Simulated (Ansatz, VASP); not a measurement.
# Cross-check of HfSi between VASP and Ansatz

Aim: how closely do two programs agree when they are given the same cell, functional and k mesh? The cell is generated by rule, not measured, and may not be a known phase. Of the first pair: The two relaxations start from unlike cells of this crystal (the structure described is Ansatz's start), so only their ends are compared.

Calculated with Ansatz 0.2.0; plane waves, with VASP 6.6.1 beside it; relaxation of cell and atoms at LDA and zone-centre phonons at LDA.

## 1. The starting structure

It takes space group Cmmm (No. 65, orthorhombic). The conventional cell has a = 6.447 Å, b = 6.447 Å, c = 3.224 Å, α = 90.00°, β = 90.00°, γ = 90.00°. Nearest to Hf lie 8 Si at 2.75 to 2.85 Å and 1 Hf at 2.96 Å. Nearest to Si lie 8 Hf at 2.75 to 2.85 Å and 1 Si at 2.78 Å. Farther neighbours are not listed.

## 2. VASP: relaxation of cell and atoms, LDA

The relaxed volume is the usual yardstick between codes: in a stiff, nearly cubic crystal its relative difference is about their pressure difference at one cell divided by the bulk modulus.

Lines of VASP's logs that name or quote its potential files are left out, and so is its time.

File INCAR:

```
SYSTEM = HfSi
PREC = Accurate
ENCUT = 500
EDIFF = 1E-07
NELM = 120
ISMEAR = 1
SIGMA = 0.15
LREAL = .FALSE.
ALGO = Normal
GGA = PW92
NBANDS = 20
LASPH = .TRUE.
LORBIT = 11
LWAVE = .FALSE.
LCHARG = .FALSE.
ISIF = 3
IBRION = 2
NSW = 80
EDIFFG = -0.005
GGA_COMPAT = .FALSE.
NELMIN = 4
KPAR = 2
```

File POSCAR:

```
HfSi
1.0
   -2.8495691729      0.0000000000      0.0000000000
    0.0000000000     -3.0251075443     -3.7571534217
    0.0000000000     -3.0251075443      3.7571534217
Hf Si
2 2
Direct
    0.0000000000      0.9628556442      0.0371443558
    0.0000000000      0.5371443558      0.4628556442
    0.5000000000      0.0463003147      0.5463003147
    0.5000000000      0.4536996853      0.9536996853
```

File KPOINTS:

```
Automatic mesh
0
Gamma
12 8 8
0 0 0
```

The projector-augmented-wave data sets are Hf_pv and Si (LDA family, release 64).

Run with:

```console
$ mpirun -np 2 vasp_std
```

Numbers of over 12 decimals in the logs are rounded to 6 here.

The program printed:

```text
[banner, memory and clock lines left out]
running    2 mpi-ranks, on    1 nodes
 distrk:  each k-point on    1 cores,    2 groups
 distr:  one band on    1 cores,    1 groups

 POSCAR found type information on POSCAR HfSi
 POSCAR found :  2 types and       4 ions
|                                                                             |
|               ----> ADVICE to this user running VASP <----                  |
|                                                                             |
|     You enforced a specific xc type in the INCAR file but a different       |
|     [... a line on the potential file left out ...]
|     I HOPE YOU KNOW WHAT YOU ARE DOING!                                     |
|                                                                             |

 LDA part: xc-table for (Slater(with rela. corr.)+PW92), standard interpolation
 POSCAR, INCAR and KPOINTS ok, starting setup
 FFT: planning ... GRIDC
 FFT: planning ... GRID_SOFT
 FFT: planning ... GRID
 WAVECAR not read
 entering main loop
       N       E                     dE             d eps       ncg     rms          rms(c)
DAV:   1     0.763644636044E+02    0.76364E+02   -0.14057E+04  5888   0.126E+03
DAV:   2    -0.322629027027E+02   -0.10863E+03   -0.10501E+03  7172   0.276E+02
DAV:   3    -0.365203194625E+02   -0.42574E+01   -0.41469E+01  7960   0.366E+01
DAV:   4    -0.365726817223E+02   -0.52362E-01   -0.52058E-01  7460   0.424E+00
DAV:   5    -0.365733881831E+02   -0.70646E-03   -0.70604E-03  7520   0.450E-01    0.646E+01
DAV:   6    -0.356618675094E+02    0.91152E+00   -0.25943E+00  6600   0.705E+00    0.417E+01
DAV:   7    -0.355294616598E+02    0.13241E+00   -0.72882E-01  7256   0.490E+00    0.226E+00
DAV:   8    -0.355145605332E+02    0.14901E-01   -0.62844E-02  6640   0.144E+00    0.163E+00
DAV:   9    -0.355131138878E+02    0.14466E-02   -0.13198E-02  7364   0.625E-01    0.627E-01
DAV:  10    -0.355129250381E+02    0.18885E-03   -0.12281E-03  7232   0.166E-01    0.192E-01
DAV:  11    -0.355129297333E+02   -0.46952E-05   -0.63451E-05  7040   0.483E-02    0.110E-01
DAV:  12    -0.355129256914E+02    0.40419E-05   -0.10383E-05  7092   0.191E-02    0.138E-02
DAV:  13    -0.355129257262E+02   -0.34882E-07   -0.16776E-06  7596   0.740E-03    0.106E-02
DAV:  14    -0.355129256574E+02    0.68851E-07   -0.25323E-07  5412   0.251E-03
   1 F= -.35512926E+02 E0= -.35513316E+02  d E =-.355129E+02
 curvature:   0.00 expect dE= 0.000E+00 dE for cont linesearch  0.000E+00
 trial: gam= 0.00000 g(F)=  0.885E-06 g(S)=  0.998E-05 ort = 0.000E+00 (trialstep = 0.100E+01)
 search vector abs. value=  0.109E-04
 bond charge predicted
       N       E                     dE             d eps       ncg     rms          rms(c)
DAV:   1    -0.355129486821E+02   -0.22956E-04   -0.90990E-04  6176   0.195E-01    0.371E-02
DAV:   2    -0.355129363486E+02    0.12333E-04   -0.26447E-05  7148   0.306E-02    0.115E-02
DAV:   3    -0.355129328102E+02    0.35384E-05   -0.59561E-06  7664   0.127E-02    0.624E-03
DAV:   4    -0.355129325024E+02    0.30782E-06   -0.74588E-07  7804   0.492E-03    0.382E-03
DAV:   5    -0.355129324794E+02    0.23056E-07   -0.40865E-08  3680   0.125E-03
   2 F= -.35512932E+02 E0= -.35513311E+02  d E =-.682198E-05
 trial-energy change:   -0.000007  1 .order   -0.000007   -0.000011   -0.000003
 step:   1.3546(harm=  1.3546)  dis= 0.00017  next Energy=   -35.512933 (dE=-0.736E-05)
 reached required accuracy - stopping structural energy minimisation
```

OUTCAR, selected parts (step 2):

```text
ion  position               nearest neighbor table
   1  0.000  0.963  0.037-   3 2.79   4 2.79   3 2.79   4 2.79   4 2.86   3 2.86   4 2.86   3 2.86
                             2 3.08   2 3.08   2 3.20
   2  0.000  0.537  0.463-   3 2.79   4 2.79   3 2.79   4 2.79   4 2.86   3 2.86   4 2.86   3 2.86
                             1 3.08   1 3.08   1 3.20
   3  0.500  0.046  0.546-   4 2.46   1 2.79   2 2.79   1 2.79   2 2.79   1 2.86   2 2.86   2 2.86
                             1 2.86
   4  0.500  0.454  0.954-   3 2.46   2 2.79   1 2.79   1 2.79   2 2.79   2 2.86   1 2.86   1 2.86
                             2 2.86

  LATTYP: Found a base centered orthorhombic cell.
 ALAT       =     6.0502150886
 B/A-ratio  =     1.2419900340
 C/A-ratio  =     0.4709864246

 Subroutine GETGRP returns: Found  8 space group operations
 (whereof  4 operations were pure point group operations)

The static configuration has the point symmetry C_2v.
 The point group associated with its full space group is D_2h.

 Found    147 irreducible k-points:

   k-points           NKPTS =    147   k-points in BZ     NKDIM =    147   number of bands    NBANDS=     20

   dimension x,y,z NGX =    24 NGY =   36 NGZ =   36
   dimension x,y,z NGXF=    48 NGYF=   72 NGZF=   72

   ENCUT  =  500.0 eV  36.75 Ry    6.06 a.u.   5.20  8.79  8.79*2*pi/ulx,y,z

   NELECT =      28.0000    total number of electrons

 k-points in reciprocal lattice and weights: Automatic mesh
   0.00000000  0.00000000  0.00000000       0.001
   0.08333333  0.00000000  0.00000000       0.003
   0.16666667  0.00000000  0.00000000       0.003
   0.25000000  0.00000000  0.00000000       0.003
   0.33333333  0.00000000  0.00000000       0.003
   0.41666667  0.00000000  0.00000000       0.003
   0.50000000  0.00000000  0.00000000       0.001
   0.00000000  0.12500000  0.00000000       0.005
   0.08333333  0.12500000  0.00000000       0.010
[...]
0.41666667  0.50000000  0.50000000       0.003
   0.50000000  0.50000000  0.50000000       0.001

 average (electrostatic) potential at core
       1 -34.0746       2 -34.0746       3 -82.9938       4 -82.9938

 E-fermi :   8.1627

 k-point     1 :       0.0000    0.0000    0.0000
  band No.  band energies     occupation
    ...
     10       4.9781      2.00000
     11       5.4208      2.00000
     12       5.7663      2.00000
     13       6.1930      2.00000
     14       6.3959      2.00000
     15      11.1226     -0.00000
     16      11.3056      0.00000
     17      11.4448      0.00000
     18      11.6285      0.00000
     19      12.4265      0.00000
    ...

 k-point     2 :       0.0833    0.0000    0.0000
  band No.  band energies     occupation
    ...
     10       5.1588      2.00000
     11       5.2892      2.00000
     12       5.8438      2.00000
     13       6.2751      2.00000
     14       6.5617      2.00000
     15      10.8081     -0.00000
     16      11.1865      0.00000
     17      11.2555      0.00000
     18      11.6802      0.00000
     19      11.6823      0.00000
    ...

 k-point     3 :       0.1667    0.0000    0.0000
  band No.  band energies     occupation
    ...
     10       4.9245      2.00000
     11       5.4218      2.00000
     12       5.9962      2.00000
     13       6.3376      2.00000
     14       7.2739      2.00000
     15      10.0317     -0.00000
     16      10.4656     -0.00000
     17      10.5797     -0.00000
     18      10.7217     -0.00000
     19      11.2034      0.00000
    ...

  Total        0.0019733     -0.0081894      0.0020718      0.0000000      0.0000000      0.0000000
  in kB        0.0488063     -0.2025499      0.0512423      0.0000000      0.0000000      0.0000000
  external PRESSURE =      -0.0341671 kB  Pullay stress =       0.0000000 kB

  energy-cutoff  :      500.00
  volume of cell :       64.78
      direct lattice vectors                 reciprocal lattice vectors
    -2.849913793  0.000000000  0.000000000    -0.350887807  0.000000000  0.000000000
     0.000000000 -3.024313882 -3.757874950     0.000000000 -0.165326755 -0.133053922
     0.000000000 -3.024313882  3.757874950     0.000000000 -0.165326755  0.133053922

 POSITION                                       TOTAL-FORCE (eV/Angst)
 -----------------------------------------------------------------------------------
      0.00000     -3.02431     -3.47878         0.000000      0.000000     -0.001593
      0.00000     -3.02431     -0.27909         0.000000      0.000000      0.001593
     -1.42496     -1.79233      1.87894         0.000000      0.000755      0.000000
     -1.42496     -4.25629      1.87894         0.000000     -0.000755      0.000000
 -----------------------------------------------------------------------------------
    total drift:                               -0.000000      0.000000      0.000000

  FREE ENERGIE OF THE ION-ELECTRON SYSTEM (eV)
  ---------------------------------------------------
  free  energy   TOTEN  =       -35.5129324794 eV

  energy  without entropy=      -35.5140694372  energy(sigma->0) =      -35.51331147

 reached required accuracy - stopping structural energy minimisation

 total charge
# of ion       s       p       d       tot
------------------------------------------
    1        0.358   6.422   1.862   8.642
    2        0.358   6.422   1.862   8.642
    3        0.760   0.908   0.000   1.668
    4        0.760   0.908   0.000   1.668
--------------------------------------------------
tot          2.236  14.660   3.725  20.621

[... 3 further parts left out ...]
```

## 3. Ansatz: relaxation of cell and atoms, LDA

Ansatz runs on its default PAW (the set named soft_2) files.

Its own start cell and the same functional (in two slightly different forms), mesh and smearing now go to Ansatz, which takes its cutoff from its data sets.

File input.yaml:

```yaml
crystal:
  lattice:
    - [-3.2236273898, 0.0, 0.0]
    - [0.0, -3.2236273898, -3.2236273898]
    - [0.0, -3.2236273898, 3.2236273898]
  atoms:
    - { symbol: Hf, position: [0.0, 0.9795351672, 0.0204648328] }
    - { symbol: Hf, position: [0.0, 0.5204648328, 0.4795351672] }
    - { symbol: Si, position: [0.5, 0.0341230504, 0.5341230504] }
    - { symbol: Si, position: [0.5, 0.4658769496, -0.0341230504] }
kpoints:
  mp_grid: { grid: [12, 8, 8] }
hamiltonian:
  xc: lda
scf:
  occupations: { method: methfessel_paxton, width: 0.15 }
output:
  forces: true
  stress: true
  eigenvalues: true
  write_density: true
  write_potential: true
  elf: true
  volumetric_format: npy
relax:
  adjacent_minimum: "off"
  f_tol: 0.002
  max_steps: 120
  cell: { stress_tol: 0.03 }
```

Run with:

```console
$ ansatz run input.yaml --threads 4 --pin off --max-ram 7168MiB --backend cpu --events-out ev --progress --plain --runs-dir out
```

The program printed:

```text
Engine: ansatz 0.2.0, aarch64-unknown-linux-gnu
Pseudopotentials: kind: paw
Pseudopotential: Hf, paw, valence charge 26, recommended cutoff 420 eV (normal), Hf.paw.azcp
Pseudopotential: Si, paw, valence charge 4, recommended cutoff 420 eV (normal), Si.paw.azcp
Functional definition: SPW92
  exchange = slater_x
  correlation = pw_c
Crystal: 4 atoms, lattice volume = 66.998 Å³
Basis set: ecut = 420 eV, 1347 PW (Γ)
Bands: 36, of which v1, the nominal top of the filled ones, is band 30 counted from 1 (29 counted from 0)
Symmetry: 8 space group operations
Space group: Cmmm (ITA 65), of the structure as read, at distance tolerance 4.1e-5 Å
k-points: 147 of 768
Non-local potential: Hf, projectors of the file, l = 0: 3, l = 1: 2, l = 2: 2, l = 3: 3
Non-local potential: Si, projectors of the file, l = 0: 2, l = 1: 2, l = 2: 2
PAW form: soft (Blöchl's): semilocal exchange-correlation on the pseudo side does not see the compensation charge
PAW frozen core: Hf, regenerated for the run's functional, and the local potential with it (the file was generated under x = pbe(κ = 0.804, μ = 0.219515), c = pbe(β = 0.066725))
PAW frozen core: Si, regenerated for the run's functional, and the local potential with it (the file was generated under x = pbe(κ = 0.804, μ = 0.219515), c = pbe(β = 0.066725))
PAW one-centre angular grid: Hf, 590 points (default); XC on 64 Gauss nodes
PAW one-centre angular grid: Si, 110 points (default); XC on 64 Gauss nodes
Initial density: superposition of atomic densities (neutral atoms: chi_scale 0, normalization atom), corrected by the library's trained network
Initial wavefunctions: pseudopotential atomic-orbital guess
Functional: x = slater, c = lda
SCF iter   1: F=—  HF=-32172.392189 eV  |F-HF|=—  |Δ(HF+E_count)|=         —  Δρ=7.64e-3  dr2=4.43e-2  ethr=1.77e-3  ⟨swp⟩=5.7  Hψ=19381  notcnv=0
preconditioner: auto → Kerker (q_TF=auto, 2.679 Å⁻¹)  [metal: Δε(μ)=0.006 eV  Ē_g=15.791 eV  σ=0.150 eV  W_gap=0.04  n_scr=18 (ndim 8)  ℏωp=33.9 eV  f_vac=0.000  D(μ)=3.54/eV (n_scr^D=38)]
SCF iter   2: F=—  HF=-32172.384652 eV  |F-HF|=—  |Δ(HF+E_count)|=   7.54e-3  S|Δr|=    0.00e0  Δρ=4.59e-3  dr2=1.66e-2  ethr=7.39e-5  ⟨swp⟩=1.2  Hψ=6953  notcnv=0
SCF iter   3: F=—  HF=-32172.382297 eV  |F-HF|=—  |Δ(HF+E_count)|=   2.36e-3  S|Δr|=    0.00e0  Δρ=1.40e-3  dr2=1.77e-3  ethr=2.76e-5  ⟨swp⟩=2.0  Hψ=8432  notcnv=0
SCF iter   4: F=—  HF=-32172.380260 eV  |F-HF|=—  |Δ(HF+E_count)|=   2.04e-3  S|Δr|=    0.00e0  Δρ=5.09e-4  dr2=2.19e-4  ethr=2.95e-6  ⟨swp⟩=2.0  Hψ=9626  notcnv=0
SCF iter   5: F=—  HF=-32172.380206 eV  |F-HF|=—  |Δ(HF+E_count)|=   5.43e-5  S|Δr|=    0.00e0  Δρ=9.84e-5  dr2=8.05e-6  ethr=3.66e-7  ⟨swp⟩=2.0  Hψ=9641  notcnv=0
SCF iter   6: F=—  HF=-32172.380201 eV  |F-HF|=—  |Δ(HF+E_count)|=   5.00e-6  S|Δr|=    0.00e0  Δρ=2.38e-5  dr2=3.89e-7  ethr=1.34e-8  ⟨swp⟩=2.0  Hψ=8452  notcnv=0
SCF iter   7: F=-32172.380201 eV  HF=-32172.380201 eV  |F-HF|=7.25e-8  |Δ(HF+E_count)|=   8.87e-8  S|Δr|=    0.00e0  Δρ=7.81e-6  dr2=4.88e-8  ethr=1.67e-10  ⟨swp⟩=12.1  Hψ=44552  notcnv=0
SCF 1 converged in 7 iterations: F = -32172.380201 eV  dr2 = 4.88e-8
  Residual-converged pass: ⟨swp⟩=1.0  Hψ=5883  notcnv=0  max |occ|·‖R‖ = 7.1e-9 eV (tolerance 1.0e-8 eV)  dr2=4.88e-8  dr2_onsite=7.42e-8  max |Δocc| = 1.8e-10
  greatest PAW one-centre occupation: 0.998 electrons in one spin orbital (limit 2), on the Hf atom at site 1 (counted from 0), in its partial waves of l = 3
relax step   1: F+E_penalty+E_count = -32172.38020063 eV  Δ(F+E_penalty+E_count) = +0.000e0 eV  max|allowed force component| = 2.308e-1 eV/Å  Δτ_max = 0.0000 Å  P = -0.807 GPa  Ω = 66.998 Å³  (7 SCF iters, dr2 threshold 1.00e-7 eV, accepted)
[...]
relax step  16: F+E_penalty+E_count = -32173.20305985 eV  Δ(F+E_penalty+E_count) = -1.907e-4 eV  max|allowed force component| = 5.819e-3 eV/Å  Δτ_max = 0.0015 Å  P = -0.013 GPa  Ω = 64.732 Å³  energy of the carried Pulay correction = -1.857e-5 eV  (4 SCF iters, dr2 threshold 4.00e-7 eV, accepted)
[...]
relax step  17: F+E_penalty+E_count = -32173.20306897 eV  Δ(F+E_penalty+E_count) = -9.119e-6 eV  max|allowed force component| = 4.369e-4 eV/Å  Δτ_max = 0.0005 Å  P = -0.002 GPa  Ω = 64.729 Å³  energy of the carried Pulay correction = -1.794e-5 eV  (5 SCF iters, dr2 threshold 5.68e-9 eV, accepted)
[...]
relax step  18: F+E_penalty+E_count = -32173.20308603 eV  Δ(F+E_penalty+E_count) = -1.706e-5 eV  max|allowed force component| = 4.026e-4 eV/Å  Δτ_max = 0.0000 Å  P = -0.002 GPa  Ω = 64.729 Å³  stress off target by 6.95e-3 GPa  SCF on the basis re-selected at this cell (its energy is not comparable with the rows above)  (5 SCF iters)
basis re-selected at this cell: Δ(F+E_penalty+E_count) = -1.706e-5 eV, ΔP = +0.000 GPa vs the last step (what re-selecting the basis moved, of the pressure what is left beyond the Pulay correction that the steps carried, after the strain that the cell walked since its last selection, with what the two solves' SCF thresholds leave and, on support functions, any second-order correction that the steps lacked; it is no m [...]
SCF converged after 5 iterations
Stability not checked: this state was not tested for a lower state beside it, because cold or Methfessel-Paxton smearing, or corrected tetrahedra, fill the levels in a way that the test cannot read (fill_not_monotonic; see scf.lower_state_search)
Free energy (F): -32173.203086 eV
Harris-Foulkes:  -32173.203086 eV  (|F-HF|=3.64e-12)
Internal energy: -32173.204066 eV  (E = F + TS)
E sigma→0 (E₀):  -32173.203331 eV
Entropy (-TS):   0.000980 eV (0.245 meV/atom)
Fermi energy:    18.555861 eV
--- Per-component energies (eV) ---
  E_band       = 102.948532
  E_kinetic    = 944.342869
  E_local      = -11769.981368  (includes V_loc(G=0)·N_el)
  E_nonlocal   = -2412.094852
  E_hartree    = 5578.268302
  E_xc         = -711.215222
  E_vxc        = -636.005177  (∫ρ·V_xc dr)
  E_paw        = -14345.026945  (= ΣΔE_a)
  E_vpaw       = 2820.150373  (= ΣTr[D̂ρ^β])
  E_aug_tail   = 0.000008  (compensation charges beyond the density's cutoff)
  E_ewald      = -9462.580005
  E_core_change = 5.083147  (= ΣΔE_core)
  E_smearing   = 0.000980  (= −TS)
  E_closure    = 0.000000  (closes the sum)
  Σ components = -32173.203086   (vs F -32173.203086, Δ=0.00e0)
--- Forces (eV/Å), atoms counted from 1 ---
  atom   1  Hf     0.00000000     0.00000000    -0.00040255
  atom   2  Hf     0.00000000    -0.00000000     0.00040255
  atom   3  Si     0.00000000     0.00007445     0.00000000
  atom   4  Si     0.00000000    -0.00007445    -0.00000000
  max |Σ_I F_I| component: 5.42e-20 eV/Å
--- Stress (GPa, compression-positive) ---
       -0.006952       0.000000      -0.000000
        0.000000       0.004349       0.000000
       -0.000000       0.000000      -0.003067
  P = ⅓ Tr σ = -0.0019 GPa (-0.019 kbar)
--- Band table (eV; the first three rows and the last of 147) ---
  k-point 0: bands = [... 26 lower, 15.7985, 16.1495, 16.5815, 16.7906, 21.4886, 21.6985, 21.8160, 22.0390, ... 2 higher]
  k-point 1: bands = [... 26 lower, 15.8138, 16.2407, 16.5675, 17.0854, 21.0665, 21.4643, 21.7386, 22.1520, ... 2 higher]
  k-point 2: bands = [... 26 lower, 15.4732, 16.5170, 16.7151, 17.3814, 20.5267, 21.2287, 21.7285, 21.9670, ... 2 higher]
  k-point 146: bands = [... 26 lower, 15.5699, 15.6474, 16.2207, 17.0515, 18.8597, 19.0679, 19.4799, 20.5179, ... 2 higher]
--- Relaxed structure (16 steps of the walk, 13 accepted, 2 SCFs on fresh bases) ---
  F+E_penalty+E_count = -32173.20308603 eV   max|allowed force component| = 4.026e-4 eV/Å   (the final SCF, on the basis selected at the relaxed cell)
  cell:  # Å, volume = 64.7288 Å³
    - [-2.851391, 0.0, 0.0]
    - [0.0, -3.022447, -3.755366]
    - [0.0, -3.022447, 3.755366]
  atoms:
    - { symbol: Hf, position: [0, 0.962950, 0.037050] }
    - { symbol: Hf, position: [0, 0.537050, 0.462950] }
    - { symbol: Si, position: [0.5, 0.046109, 0.546109] }
    - { symbol: Si, position: [0.5, 0.453891, -0.046109] }
```

The column dr2 measures how far the density is from self-consistency, as an energy; F and HF (Harris–Foulkes) agree once it is small.

## 4. Differences

Known differences besides the potentials themselves: the data sets hold 60 valence electrons in Ansatz (on its default PAW (the set named soft_2) files) and 28 in VASP; the cutoff is 420 eV in Ansatz and 500 eV in VASP; VASP's log shows a relativistic correction to its local exchange, Ansatz's none; Ansatz adds a Pulay correction to the stress that steers its cell, VASP none. Total energies have different zeros and are not compared.

The two programs side by side:

| quantity | Ansatz | VASP | difference |
| --- | --- | --- | --- |
| volume (Å³) | 64.73 | 64.78 | -0.08 % |
| edge a after relaxation, in the typed setting (Å) | 2.851 | 2.850 | +0.05 % |
| edge b after relaxation, in the typed setting (Å) | 4.821 | 4.824 | -0.06 % |

[end of part 1 of 2]

[Lines on the potential files, build, host, timing and source positions are cut from VASP's logs without a mark.]

[Logs are printed without paths, hosts, clocks, repeated set-up lines and the standing remarks that a program may print on its own settings, such as how far it seeks lower states.]

[Hosts, paths, dates, database ids (printed as entryN), source tags and the programs' standing remarks are cut or masked in the printed files.]
